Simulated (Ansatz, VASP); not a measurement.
# C4S5O in two plane-wave programs, part 2 of 3

Wanted: the spread between two codes on one cell, functional and k mesh. The cell is taken from a series of runs on this material, whose earlier steps may have relaxed, scaled, displaced or heated it; both programs get it as it stands.

VASP 6.6.1 and Ansatz 0.2.0.

So far: Starting point; Ansatz: dielectric response, PBE.

### 3. VASP: dielectric response, PBE

Level of this step: PBE; plane waves and PAW (C, S, O) (VASP).

The same cell, functional and mesh now go to VASP, with its own data sets.

Lines of VASP's logs that name or quote its potential files are left out, and so is its time.

Contents of INCAR:

```
SYSTEM = C4S5O
PREC = Accurate
ENCUT = 520
EDIFF = 1E-08
NELM = 120
ISMEAR = 0
SIGMA = 0.01
LREAL = .FALSE.
ALGO = Normal
GGA = PE
NBANDS = 72
LORBIT = 11
LWAVE = .FALSE.
LCHARG = .FALSE.
ISIF = 2
LEPSILON = .TRUE.
LASPH = .TRUE.
GGA_COMPAT = .FALSE.
EFERMI = MIDGAP
KPAR = 4
```

Contents of POSCAR:

```
C4S5O
1.0
    3.9638000000      0.0000000000      0.0000000000
    0.0000000000     11.0211000000      0.0000000000
   -2.2503537532      0.0000000000      8.5408209769
C S O
8 10 2
Direct
    0.9954444397      0.1796739709      0.3639247569
    0.9954444397      0.8203260291      0.8639247569
    0.4303161322      0.2017070410      0.6372972353
    0.4303161322      0.7982929590      0.1372972353
    0.7934383888      0.3409955639      0.8579692616
    0.7934383888      0.6590044361      0.3579692616
    0.3676703384      0.3173331213      0.5811982461
    0.3676703384      0.6826668787      0.0811982461
    0.7175656305      0.1290236316      0.2041229421
    0.7175656305      0.8709763684      0.7041229421
    0.2162793335      0.0863359043      0.5167550488
    0.2162793335      0.9136640957      0.0167550488
    0.7019628428      0.1818984020      0.8234195846
    0.7019628428      0.8181015980      0.3234195846
    0.0945683707      0.3332646569      0.3947420537
    0.0945683707      0.6667353431      0.8947420537
    0.5678526524      0.4359530879      0.6984529155
    0.5678526524      0.5640469121      0.1984529155
    0.9897318710      0.3802644671      0.9759479553
    0.9897318710      0.6197355329      0.4759479553
```

Contents of KPOINTS:

```
Automatic mesh
0
Gamma
6 2 4
0 0 0
```

Potentials, in the order of the species: C, S and O (PBE family, release 64).

On the command line:

```console
> mpirun -np 4 vasp_std
```

What it wrote:

```text
[banner, memory and clock lines left out]
running    4 mpi-ranks, on    1 nodes
 distrk:  each k-point on    1 cores,    4 groups
 distr:  one band on    1 cores,    1 groups

 POSCAR found type information on POSCAR C S O
 POSCAR found :  3 types and      20 ions
|                                                                             |
|               ----> ADVICE to this user running VASP <----                  |
|                                                                             |
|     You have a (more or less) 'large supercell' and for larger cells it     |
|     might be more efficient to use real-space projection operators.         |
|     Therefore, try LREAL= Auto in the INCAR file.                           |
|     Mind: For very accurate calculation, you might also keep the            |
|     reciprocal projection scheme (i.e. LREAL=.FALSE.).                      |
|                                                                             |

 LDA part: xc-table for (Slater+PW92), standard interpolation
 POSCAR, INCAR and KPOINTS ok, starting setup
 FFT: planning ... GRIDC
 FFT: planning ... GRID_SOFT
 FFT: planning ... GRID
 WAVECAR not read
 entering main loop
       N       E                     dE             d eps       ncg     rms          rms(c)
DAV:   1     0.614652433905E+03    0.61465E+03   -0.47187E+04  4032   0.126E+03
DAV:   2    -0.703643729986E+02   -0.68502E+03   -0.66090E+03  5080   0.258E+02
DAV:   3    -0.129799780784E+03   -0.59435E+02   -0.58675E+02  4832   0.804E+01
DAV:   4    -0.131249882075E+03   -0.14501E+01   -0.14413E+01  5272   0.137E+01
DAV:   5    -0.131289539199E+03   -0.39657E-01   -0.39621E-01  5128   0.215E+00    0.481E+01
DAV:   6    -0.123144929137E+03    0.81446E+01   -0.24298E+01  4400   0.224E+01    0.232E+01
DAV:   7    -0.123093725335E+03    0.51204E-01   -0.65552E+00  5016   0.948E+00    0.122E+01
DAV:   8    -0.123054409955E+03    0.39315E-01   -0.68676E-01  4712   0.311E+00    0.261E+00
DAV:   9    -0.123029485742E+03    0.24924E-01   -0.17538E-01  5032   0.196E+00    0.143E+00
DAV:  10    -0.123029468758E+03    0.16984E-04   -0.34847E-02  4864   0.722E-01    0.745E-01
DAV:  11    -0.123029623287E+03   -0.15453E-03   -0.52519E-03  4808   0.250E-01    0.272E-01
DAV:  12    -0.123029822606E+03   -0.19932E-03   -0.40764E-04  5096   0.752E-02    0.599E-02
DAV:  13    -0.123029854069E+03   -0.31463E-04   -0.87223E-05  5240   0.361E-02    0.250E-02
DAV:  14    -0.123029861298E+03   -0.72286E-05   -0.19221E-05  4696   0.171E-02    0.111E-02
DAV:  15    -0.123029862207E+03   -0.90895E-06   -0.29747E-06  5296   0.670E-03    0.444E-03
DAV:  16    -0.123029862703E+03   -0.49590E-06   -0.67035E-07  4584   0.308E-03    0.219E-03
DAV:  17    -0.123029862783E+03   -0.80708E-07   -0.95513E-08  5192   0.111E-03    0.915E-04
DAV:  18    -0.123029862792E+03   -0.84583E-08   -0.28411E-08  3856   0.653E-04
   1 F= -.12302986E+03 E0= -.12302986E+03  d E =0.000000E+00
 Linear response reoptimize wavefunctions to high precision
DAV:   1    -0.123029862775E+03    0.17129E-07   -0.69841E-09  3496   0.319E-04
DAV:   2    -0.123029862775E+03   -0.13642E-09   -0.96730E-10  2688   0.111E-04
DAV:   3    -0.123029862775E+03   -0.14461E-09   -0.22963E-10  2664   0.539E-05
 Linear response G [H, r] |phi>, progress :
  Direction:   1
       N       E                     dE             d eps       ncg     rms
RMM:   1    -0.419893880027E+03   -0.41989E+03    0.20520E+02  9919   0.957E+01
RMM:   2    -0.375363139293E+03    0.44531E+02   -0.57922E+01  6840   0.232E+01
RMM:   3    -0.376258708885E+03   -0.89557E+00   -0.21751E+00  7043   0.406E+00
RMM:   4    -0.376315500095E+03   -0.56791E-01   -0.13943E-01  7402   0.875E-01
RMM:   5    -0.376319167713E+03   -0.36676E-02   -0.13211E-02  7389   0.229E-01
RMM:   6    -0.376319595077E+03   -0.42736E-03   -0.13960E-03  7527   0.666E-02
RMM:   7    -0.376319636844E+03   -0.41767E-04   -0.23538E-04  7867   0.217E-02
RMM:   8    -0.376319640363E+03   -0.35187E-05   -0.87528E-05  8203   0.927E-03
RMM:   9    -0.376319641037E+03   -0.67396E-06   -0.18587E-04  8648   0.580E-03
RMM:  10    -0.376319640934E+03    0.10288E-06   -0.11143E-04  8886   0.500E-03
RMM:  11    -0.376319641182E+03   -0.24803E-06   -0.13874E-04  8981   0.480E-03
RMM:  12    -0.376319641158E+03    0.24214E-07   -0.15316E-04  9069   0.475E-03
RMM:  13    -0.376319641229E+03   -0.71802E-07   -0.15113E-04  9207   0.473E-03
 Linear response G [H, r] |phi>, progress :
  Direction:   2
       N       E                     dE             d eps       ncg     rms
RMM:   1    -0.512738861708E+03   -0.51274E+03   -0.43376E+02 11461   0.941E+01
RMM:   2    -0.374467020090E+03    0.13827E+03   -0.87388E+01  6787   0.308E+01
RMM:   3    -0.375824895118E+03   -0.13579E+01   -0.40397E+00  7240   0.559E+00
[...]
RMM:   9    -0.374567502775E+03    0.10257E-05   -0.27113E-04  8839   0.623E-03
RMM:  10    -0.374567505218E+03   -0.24430E-05   -0.18053E-04  9112   0.544E-03
RMM:  11    -0.374567503545E+03    0.16727E-05   -0.18589E-04  9039   0.528E-03
RMM:  12    -0.374567505498E+03   -0.19530E-05   -0.22906E-04  9053   0.523E-03
RMM:  13    -0.374567503214E+03    0.22844E-05   -0.17123E-04  9087   0.521E-03
 Linear response to external field (no local field effect), progress :
  Direction:   1
[...]
RMM:   5    -0.595852531092E+01   -0.29632E-04   -0.59627E-05  7216   0.117E-02
RMM:   6    -0.595852803909E+01   -0.27282E-05   -0.65521E-06  7433   0.338E-03
RMM:   7    -0.595852830707E+01   -0.26798E-06   -0.14651E-06  7278   0.116E-03
RMM:   8    -0.595852834350E+01   -0.36427E-07   -0.13691E-06  6812   0.565E-04
RMM:   9    -0.595852834509E+01   -0.15948E-08    0.28829E-07  6363   0.408E-04
RMM:  10    -0.595852834676E+01   -0.16643E-08   -0.45141E-07  6274   0.372E-04
RMM:  11    -0.595852834875E+01   -0.19905E-08   -0.14817E-06  6090   0.366E-04
RMM:  12    -0.595852834728E+01    0.14731E-08   -0.84268E-07  6081   0.364E-04
RMM:  13    -0.595852834810E+01   -0.82679E-09   -0.76277E-07  6064   0.363E-04
 change of polarisation eV/A/(eV/A) component  3 :     3.503    -0.000    11.917
 dielectric tensor                  component  3 :     1.699    -0.000     6.780
 Linear response to external field, progress :
  Direction:   1
       N       E                     dE             d eps       ncg     rms          rms(c)
RMM:   1    -0.282180228643E+01   -0.28218E+01   -0.11166E+01  8042   0.427E+00
RMM:   2    -0.302014982023E+01   -0.19835E+00   -0.97269E-02  6838   0.963E-01    0.444E+00
RMM:   3    -0.233572052490E+01    0.68443E+00   -0.13287E+00  6761   0.260E+00    0.187E+00
RMM:   4    -0.232443402667E+01    0.11286E-01   -0.23614E-01  6993   0.121E+00    0.909E-01
RMM:   5    -0.236947459383E+01   -0.45041E-01   -0.45479E-02  7196   0.500E-01    0.478E-01
RMM:   6    -0.240258425429E+01   -0.33110E-01   -0.46699E-03  7040   0.216E-01    0.204E-01
RMM:   7    -0.242463343263E+01   -0.22049E-01   -0.10614E-03  7066   0.110E-01    0.848E-02
RMM:   8    -0.243049475185E+01   -0.58613E-02   -0.13474E-04  7142   0.431E-02    0.198E-02
RMM:   9    -0.243141600537E+01   -0.92125E-03   -0.20955E-05  7412   0.115E-02    0.539E-03
RMM:  10    -0.243167368443E+01   -0.25768E-03   -0.47606E-06  7187   0.415E-03    0.225E-03
RMM:  11    -0.243164631995E+01    0.27364E-04   -0.85578E-07  7415   0.188E-03    0.726E-04
RMM:  12    -0.243160497803E+01    0.41342E-04    0.12444E-06  7451   0.853E-04    0.257E-04
RMM:  13    -0.243159087165E+01    0.14106E-04   -0.27259E-06  7733   0.474E-04    0.948E-05
RMM:  14    -0.243158115707E+01    0.97146E-05   -0.92782E-07  7433   0.334E-04    0.342E-05
RMM:  15    -0.243158044952E+01    0.70756E-06   -0.21229E-07  7070   0.305E-04    0.154E-05
RMM:  16    -0.243158017644E+01    0.27308E-06   -0.43960E-07  6283   0.285E-04    0.435E-06
 change of polarisation eV/A/(eV/A) component  1 :     4.446    -0.000     2.135
 dielectric tensor                  component  1 :     3.156    -0.000     1.036
 Linear response to external field, progress :
  Direction:   2
       N       E                     dE             d eps       ncg     rms          rms(c)
RMM:   1    -0.480337570751E+01   -0.48034E+01   -0.24561E+01  8259   0.525E+00
RMM:   2    -0.508459790697E+01   -0.28122E+00   -0.17183E-01  6831   0.114E+00    0.649E+00
RMM:   3    -0.358713872229E+01    0.14975E+01   -0.25631E+00  6916   0.341E+00    0.317E+00
RMM:   4    -0.357109570208E+01    0.16043E-01   -0.27771E-01  7145   0.126E+00    0.140E+00
RMM:   5    -0.361612133528E+01   -0.45026E-01   -0.27559E-02  7170   0.548E-01    0.565E-01
RMM:   6    -0.365776640413E+01   -0.41645E-01   -0.58363E-03  7038   0.301E-01    0.254E-01
RMM:   7    -0.367428418304E+01   -0.16518E-01    0.55285E-03  7309   0.115E-01    0.189E-01
RMM:   8    -0.368785414236E+01   -0.13570E-01    0.10339E-03  7082   0.115E-01    0.618E-02
RMM:   9    -0.368678429567E+01    0.10698E-02    0.58756E-04  7424   0.308E-02    0.412E-02
RMM:  10    -0.368699768884E+01   -0.21339E-03   -0.17044E-03  7150   0.238E-02    0.106E-02
RMM:  11    -0.368701568773E+01   -0.17999E-04   -0.60766E-04  7505   0.842E-03    0.607E-03
RMM:  12    -0.368642985130E+01    0.58584E-03   -0.53526E-04  7211   0.462E-03    0.134E-03
RMM:  13    -0.368631000834E+01    0.11984E-03   -0.31488E-04  7749   0.145E-03    0.608E-04
RMM:  14    -0.368625093565E+01    0.59073E-04   -0.14843E-04  7579   0.690E-04    0.219E-04
RMM:  15    -0.368626222831E+01   -0.11293E-04   -0.32372E-04  7764   0.458E-04    0.834E-05
RMM:  16    -0.368623984398E+01    0.22384E-04   -0.90561E-05  7609   0.341E-04    0.295E-05
RMM:  17    -0.368623367253E+01    0.61714E-05   -0.71079E-06  6995   0.312E-04    0.101E-05
RMM:  18    -0.368623523556E+01   -0.15630E-05   -0.19829E-05  6336   0.301E-04    0.384E-06
 change of polarisation eV/A/(eV/A) component  2 :    -0.000     6.844     0.000
 dielectric tensor                  component  2 :    -0.000     4.319     0.000
 Linear response to external field, progress :
  Direction:   3
       N       E                     dE             d eps       ncg     rms          rms(c)
RMM:   1    -0.553113993488E+01   -0.55311E+01   -0.30647E+01  8141   0.548E+00
RMM:   2    -0.595076733604E+01   -0.41963E+00   -0.19624E-01  6981   0.122E+00    0.729E+00
RMM:   3    -0.431895531011E+01    0.16318E+01   -0.32710E+00  6736   0.412E+00    0.326E+00
RMM:   4    -0.426208007799E+01    0.56875E-01   -0.34316E-01  6965   0.165E+00    0.163E+00
RMM:   5    -0.430397105050E+01   -0.41891E-01   -0.76593E-02  7211   0.661E-01    0.743E-01
RMM:   6    -0.434798980527E+01   -0.44019E-01   -0.14427E-02  7118   0.357E-01    0.323E-01
RMM:   7    -0.436963975174E+01   -0.21650E-01   -0.30815E-03  7035   0.158E-01    0.160E-01
RMM:   8    -0.437957685737E+01   -0.99371E-02   -0.90420E-04  7074   0.858E-02    0.437E-02
RMM:   9    -0.437985571977E+01   -0.27886E-03   -0.11067E-04  7384   0.233E-02    0.101E-02
RMM:  10    -0.438013887614E+01   -0.28316E-03   -0.32877E-05  7226   0.765E-03    0.462E-03
RMM:  11    -0.437988849826E+01    0.25038E-03   -0.57712E-06  7186   0.404E-03    0.168E-03
RMM:  12    -0.437988656445E+01    0.19338E-05    0.10168E-06  7405   0.175E-03    0.569E-04
RMM:  13    -0.437983527197E+01    0.51292E-04   -0.47136E-06  7508   0.896E-04    0.189E-04
RMM:  14    -0.437983231715E+01    0.29548E-05    0.11163E-06  7798   0.452E-04    0.832E-05
RMM:  15    -0.437982781570E+01    0.45015E-05   -0.54279E-06  7362   0.330E-04    0.259E-05
RMM:  16    -0.437982836602E+01   -0.55032E-06   -0.38260E-08  6947   0.306E-04    0.187E-05
RMM:  17    -0.437982801828E+01    0.34774E-06   -0.19704E-06  6382   0.298E-04    0.445E-06
 change of polarisation eV/A/(eV/A) component  3 :     2.137    -0.000     8.141
 dielectric tensor                  component  3 :     1.036    -0.000     4.948
 Born effective charges drift removed
```

(Continued in part 3 of 3.)

[Lines on the potential files, build, host, timing and source positions are cut from VASP's logs without a mark.]

[Logs are printed without paths, hosts, clocks, repeated set-up lines and the standing remarks that a program may print on its own settings, such as how far it seeks lower states.]

[Hosts, paths, dates, database ids (printed as entryN), source tags and the programs' standing remarks are cut or masked in the printed files.]
